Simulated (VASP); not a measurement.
# ZrPbO3 (Pm-3m) in VASP: Born charges and dielectric tensor with LDA

Aim: the Born charges and dielectric tensor of ZrPbO3 with LDA.

Everything below comes from runs of VASP 6.6.1. Logs are shortened: lines on timing, memory, paths and dates and some standing lists are left out, and cuts for length are marked.

### 1 Starting point

The structure is cubic, space group Pm-3m (No. 221). The conventional cell has a = 4.142 Å, b = 4.142 Å, c = 4.142 Å, α = 90.00°, β = 90.00°, γ = 90.00°. Zr (site symmetry m-3m) has 6 O at 2.07 Å as nearest neighbours. Pb (site symmetry m-3m) has 12 O at 2.93 Å as nearest neighbours. O (site symmetry 4/mmm) has 2 Zr at 2.07 Å as nearest neighbours.

The cell is a database's computed one.

### 2 Born charges and dielectric tensor, LDA

The input, INCAR:

```
ALGO     = Fast           # electronic algorithm
EDIFF    = 1E-8           # SCF threshold, eV
ENCUT    = 600            # plane-wave cutoff, eV
IBRION   = 8              # ionic algorithm
ISIF     = 2              # what is computed and relaxed
ISMEAR   = 0              # smearing method
LASPH    = T              # aspherical terms in the spheres
LCHARG   = F              # write CHGCAR
LEPSILON = T              # dielectric tensor by DFPT
LREAL    = F              # projectors in reciprocal space
LWAVE    = F              # write WAVECAR
NELM     = 60             # most SCF steps
NSW      = 1              # ionic steps
PREC     = Accurate       # precision mode
SIGMA    = 0.02           # smearing width, eV
```

The input, KPOINTS:

```
k-points
0
Gamma
  6 6 6
```

The input, POSCAR:

```
ZrPbO3
1.0
    4.1419200000      0.0000000000      0.0000000000
    0.0000000000      4.1419200000      0.0000000000
    0.0000000000      0.0000000000      4.1419200000
Zr Pb O
1 1 3
Direct
    0.0000000000      0.0000000000      0.0000000000
    0.5000000000      0.5000000000      0.5000000000
    0.5000000000      0.0000000000      0.0000000000
    0.0000000000      0.0000000000      0.5000000000
    0.0000000000      0.5000000000      0.0000000000
```

Potentials or basis: VASP PAW LDA potentials, release 64 (Zr_sv, Pb_d, O).

Launch:

```
> cat potpaw_LDA.64/Zr_sv/POTCAR potpaw_LDA.64/Pb_d/POTCAR potpaw_LDA.64/O/POTCAR > POTCAR
> mpirun -np 1 vasp_std > vasp.out
```

OUTCAR:

```text
EDIFF = 1E-8
   ENCUT = 600
   IBRION = 8
   ISIF = 2
   ISMEAR = 0
   LASPH = T
   LEPSILON = T
   LREAL = F
   NELM = 60
   NSW = 1
   PREC = Accurate

 ion  position               nearest neighbor table
   1  0.000  0.000  0.000-   3 2.07   4 2.07   5 2.07   4 2.07   5 2.07   3 2.07   2 3.59   2 3.59
                             2 3.59   2 3.59   2 3.59   2 3.59   2 3.59   2 3.59
   2  0.500  0.500  0.500-   3 2.93   4 2.93   5 2.93   3 2.93   5 2.93   3 2.93   4 2.93   3 2.93
                             4 2.93   5 2.93   5 2.93   4 2.93   1 3.59   1 3.59   1 3.59   1 3.59
   3  0.500  0.000  0.000-   1 2.07   1 2.07   2 2.93   2 2.93   2 2.93   2 2.93
   4  0.000  0.000  0.500-   1 2.07   1 2.07   2 2.93   2 2.93   2 2.93   2 2.93
   5  0.000  0.500  0.000-   1 2.07   1 2.07   2 2.93   2 2.93   2 2.93   2 2.93

  LATTYP: Found a simple cubic cell.
 ALAT       =     4.1419200000

  Lattice vectors:

 A1 = (   4.1419200000,   0.0000000000,   0.0000000000)
 A2 = (   0.0000000000,   4.1419200000,   0.0000000000)
 A3 = (   0.0000000000,   0.0000000000,   4.1419200000)

Analysis of symmetry for initial positions (statically):
=====================================================================
 Subroutine PRICEL returns:
 Original cell was already a primitive cell.

 Routine SETGRP: Setting up the symmetry group for a
 simple cubic supercell.

 Subroutine GETGRP returns: Found 48 space group operations
 (whereof 48 operations were pure point group operations)
 out of a pool of 48 trial point group operations.

The static configuration has the point symmetry O_h .

Analysis of symmetry for dynamics (positions and initial velocities):
=====================================================================
 Subroutine PRICEL returns:
 Original cell was already a primitive cell.

 Routine SETGRP: Setting up the symmetry group for a
 simple cubic supercell.

 Subroutine GETGRP returns: Found 48 space group operations
 (whereof 48 operations were pure point group operations)
 out of a pool of 48 trial point group operations.

The dynamic configuration has the point symmetry O_h .

 Subroutine INISYM returns: Found 48 space group operations
 (whereof 48 operations are pure point group operations),
 and found     1 'primitive' translations

----------------------------------------------------------------------------------------

                                     Primitive cell

  volume of cell :      71.0567

  direct lattice vectors                    reciprocal lattice vectors
     4.141920000  0.000000000  0.000000000     0.241433924  0.000000000  0.000000000
     0.000000000  4.141920000  0.000000000     0.000000000  0.241433924  0.000000000
     0.000000000  0.000000000  4.141920000     0.000000000  0.000000000  0.241433924

  length of vectors
     4.141920000  4.141920000  4.141920000     0.241433924  0.241433924  0.241433924

  position of ions in fractional coordinates (direct lattice)
     0.000000000  0.000000000  0.000000000
     0.500000000  0.500000000  0.500000000
     0.500000000  0.000000000  0.000000000
[... 798 lines left out ...]
     0.00652  0.00000  0.00000
     0.00000 -0.02356  0.00000
     0.00000  0.00000 -0.02392

 MACROSCOPIC STATIC DIELECTRIC TENSOR (including local field effects in DFT)
 ------------------------------------------------------
           7.010721    -0.000000    -0.000000
           0.000000     7.010721    -0.000000
           0.000000     0.000000     7.010721
 ------------------------------------------------------

 PIEZOELECTRIC TENSOR (including local field effects)  for field in x, y, z        (e  Angst)
          XX          YY          ZZ          XY          YZ          ZX
  --------------------------------------------------------------------------------
  x     0.00000     0.00000     0.00000     0.00000     0.00000     0.00000
  y     0.00000     0.00000     0.00000     0.00000     0.00000     0.00000
  z     0.00000     0.00000     0.00000     0.00000     0.00000     0.00000

 PIEZOELECTRIC TENSOR (including local field effects)  for field in x, y, z        (C/m^2)
          XX          YY          ZZ          XY          YZ          ZX
  --------------------------------------------------------------------------------
  x     0.00000     0.00000     0.00000     0.00000     0.00000     0.00000
  y     0.00000     0.00000     0.00000     0.00000     0.00000     0.00000
  z     0.00000     0.00000     0.00000     0.00000     0.00000     0.00000

 BORN EFFECTIVE CHARGES (including local field effects) (in |e|, cummulative output)
 ---------------------------------------------------------------------------------
 ion    1
    1     5.92183     0.00000     0.00000
    2     0.00000     5.92183     0.00000
    3     0.00000     0.00000     5.92183
 ion    2
    1     3.91571    -0.00000     0.00000
    2    -0.00000     3.91571    -0.00000
    3     0.00000     0.00000     3.91571
 ion    3
    1    -4.87763    -0.00000    -0.00000
    2    -0.00000    -2.47995     0.00000
    3    -0.00000     0.00000    -2.47995
 ion    4
    1    -2.47995     0.00000    -0.00000
    2    -0.00000    -2.47995     0.00000
    3    -0.00000     0.00000    -4.87763
 ion    5
    1    -2.47995     0.00000     0.00000
    2    -0.00000    -4.87763     0.00000
    3     0.00000    -0.00000    -2.47995

 INTERNAL STRAIN TENSOR FOR ION    5 for displacements in x,y,z  (eV/Angst):
          X           Y           Z          XY          YZ          ZX
  --------------------------------------------------------------------------------
  x     0.00000     0.00000     0.00000     0.00000     0.00000     0.00000
  y     0.00000     0.00000     0.00000     0.00000     0.00000     0.00000
  z     0.00000     0.00000     0.00000     0.00000     0.00000     0.00000

 SECOND DERIVATIVES (NOT SYMMETRIZED)
 ------------------------------------
               1X          1Y          1Z          2X          2Y          2Z          3X          3Y          3Z          4X          4Y          4Z          5X          5Y          5Z
  1X    -9.668440   -0.000000   -0.000000    2.347987    0.000000    0.000000    8.232649   -0.000000    0.000000   -0.456098   -0.000000   -0.000000   -0.456098    0.000000    0.000000
  1Y    -0.000000   -9.668440   -0.000000    0.000000    2.347987    0.000000   -0.000000   -0.456098    0.000000   -0.000000   -0.456098    0.000000   -0.000000    8.232649   -0.000000
  1Z    -0.000000   -0.000000   -9.668440    0.000000    0.000000    2.347987   -0.000000    0.000000   -0.456098   -0.000000   -0.000000    8.232649    0.000000   -0.000000   -0.456098
  2X     2.363655    0.000000   -0.000000    0.996259    0.000000   -0.000000    0.752302   -0.000000   -0.000000   -2.056108    0.000000   -0.000000   -2.056108    0.000000    0.000000
  2Y     0.000000    2.363655   -0.000000   -0.000000    0.996259    0.000000   -0.000000   -2.056108    0.000000    0.000000   -2.056108    0.000000   -0.000000    0.752302   -0.000000
  2Z    -0.000000   -0.000000    2.363655   -0.000000   -0.000000    0.996259    0.000000    0.000000   -2.056108    0.000000    0.000000    0.752302    0.000000   -0.000000   -2.056108
  3X     8.145685    0.000000   -0.000000    0.819340   -0.000000    0.000000  -15.674820    0.000000    0.000000    3.354898   -0.000000    0.000000    3.354898   -0.000000    0.000000
  3Y     0.000000   -0.480495    0.000000    0.000000   -2.063981    0.000000    0.000000   -0.494614    0.000000    0.000000   -0.306111    0.000000    0.000000    3.345200    0.000000
  3Z     0.000000    0.000000   -0.480495    0.000000    0.000000   -2.063981    0.000000    0.000000   -0.494614    0.000000    0.000000    3.345200    0.000000    0.000000   -0.306111
  4X    -0.480495    0.000000    0.000000   -2.063981    0.000000    0.000000    3.345200    0.000000    0.000000   -0.494614    0.000000    0.000000   -0.306111    0.000000    0.000000
  4Y     0.000000   -0.480495    0.000000    0.000000   -2.063981    0.000000    0.000000   -0.306111    0.000000    0.000000   -0.494614    0.000000    0.000000    3.345200    0.000000
  4Z    -0.000000   -0.000000    8.145685    0.000000    0.000000    0.819340   -0.000000    0.000000    3.354898    0.000000    0.000000  -15.674820    0.000000   -0.000000    3.354898
  5X    -0.480495    0.000000    0.000000   -2.063981    0.000000    0.000000    3.345200    0.000000    0.000000   -0.306111    0.000000    0.000000   -0.494614    0.000000    0.000000
  5Y     0.000000    8.145685   -0.000000   -0.000000    0.819340    0.000000    0.000000    3.354898   -0.000000    0.000000    3.354898    0.000000    0.000000  -15.674820    0.000000
  5Z     0.000000    0.000000   -0.480495    0.000000    0.000000   -2.063981    0.000000    0.000000   -0.306111    0.000000    0.000000    3.345200    0.000000    0.000000   -0.494614

 Eigenvectors and eigenvalues of the dynamical matrix
 ----------------------------------------------------

   1 f  =   16.475898 THz   103.521122 2PiTHz  549.576810 cm-1    68.138809 meV
             X         Y         Z           dx          dy          dz
      0.000000  0.000000  0.000000     0.000000   -0.000000   -0.205094
      2.070960  2.070960  2.070960     0.000000   -0.000000   -0.020484
      2.070960  0.000000  0.000000    -0.000000   -0.000000   -0.188890
      0.000000  0.000000  2.070960     0.000000   -0.000000    0.941360
      0.000000  2.070960  0.000000     0.000000    0.000000   -0.188890
[... 105 lines left out ...]
  15 f/i=    4.205219 THz    26.422168 2PiTHz  140.270994 cm-1    17.391379 meV
             X         Y         Z           dx          dy          dz
      0.000000  0.000000  0.000000     0.134500    0.122762   -0.004746
      2.070960  2.070960  2.070960    -0.372289   -0.339799    0.013137
      2.070960  0.000000  0.000000     0.189681    0.383180   -0.014815
      0.000000  0.000000  2.070960     0.419817    0.383180   -0.006694
      0.000000  2.070960  0.000000     0.419817    0.173127   -0.014815

--------------------------------------------------------------------------------------------------------

 MACROSCOPIC STATIC DIELECTRIC TENSOR IONIC CONTRIBUTION
 ------------------------------------------------------
           6.814792    -0.000000    -0.000000
          -0.000000     6.814792     0.000000
          -0.000000    -0.000000     6.814792
 ------------------------------------------------------

 ELASTIC MODULI CONTR FROM IONIC RELAXATION (kBar)
 Direction    XX          YY          ZZ          XY          YZ          ZX
 --------------------------------------------------------------------------------
 XX           0.0000      0.0000      0.0000      0.0000      0.0000      0.0000
 YY           0.0000      0.0000      0.0000      0.0000      0.0000      0.0000
 ZZ           0.0000      0.0000      0.0000      0.0000      0.0000      0.0000
 XY           0.0000      0.0000      0.0000      0.0000      0.0000      0.0000
 YZ           0.0000      0.0000      0.0000      0.0000      0.0000      0.0000
 ZX           0.0000      0.0000      0.0000      0.0000      0.0000      0.0000
 --------------------------------------------------------------------------------

 PIEZOELECTRIC TENSOR IONIC CONTR  for field in x, y, z        (C/m^2)
          XX          YY          ZZ          XY          YZ          ZX
  --------------------------------------------------------------------------------
  x     0.00000     0.00000     0.00000     0.00000     0.00000     0.00000
  y     0.00000     0.00000     0.00000     0.00000     0.00000     0.00000
  z     0.00000     0.00000     0.00000     0.00000     0.00000     0.00000
```

Wall time 29 min (1 thread of Intel Xeon Platinum 8488C (Sapphire Rapids), shared host); peak memory 0.64 GiB.

What came out:

```
Band gap on the k mesh                                  : 2.31 eV, indirect (least direct gap 2.33 eV)
Electronic dielectric tensor (diagonal)                 : 7.01
Born charges (mean of the diagonal)                     : Zr +5.92; Pb +3.92; O -3.28 e
Highest phonon frequency at Γ, LO-TO splitting left out : 550 cm⁻¹
Most unstable mode                                      : 140i cm⁻¹
```

Levels at points of the mesh, in eV from the valence-band top:
| k point | band 19 | band 20 | band 21 | band 22 | band 23 | band 24 | band 25 | band 26 |
| --- | --- | --- | --- | --- | --- | --- | --- | --- |
| (0.00, 0.00, 0.00) | -1.04 | -0.39 | -0.39 | -0.39 | 3.65 | 3.65 | 3.65 | 6.41 |
| (0.50, 0.00, 0.00) | -1.29 | -0.43 | -0.43 | -0.02 | 2.31 | 3.69 | 5.05 | 5.05 |
| (0.50, 0.50, 0.00) | -2.11 | -1.61 | -0.75 | 0.00 | 4.23 | 4.40 | 4.40 | 5.91 |
| (0.50, 0.50, 0.50) | -3.54 | -0.03 | -0.03 | -0.03 | 5.62 | 5.62 | 5.62 | 7.26 |

Phonon frequencies in cm⁻¹ (negative: imaginary):
| q point | frequencies |
| --- | --- |
| (0.000, 0.000, 0.000) | -140 -140 -140 -1 -1 -1 57 57 57 159 159 159 550 550 550 |

Electronic dielectric tensor:
```
7.01 0.00 0.00
0.00 7.01 0.00
0.00 0.00 7.01
```

Born effective charge tensors (e):
atom 1, Zr
```
5.92 0.00 0.00
0.00 5.92 0.00
0.00 0.00 5.92
```
atom 2, Pb
```
3.92 0.00 0.00
0.00 3.92 0.00
0.00 0.00 3.92
```
atom 3, O
```
-4.88  0.00  0.00
 0.00 -2.48  0.00
 0.00  0.00 -2.48
```
atom 4, O
```
-2.48  0.00  0.00
 0.00 -2.48  0.00
 0.00  0.00 -4.88
```
atom 5, O
```
-2.48  0.00  0.00
 0.00 -4.88  0.00
 0.00  0.00 -2.48
```

Caveat: some modes are imaginary; spin-orbit coupling is left out, which as a rule narrows the gap of such compounds by several tenths of an eV.
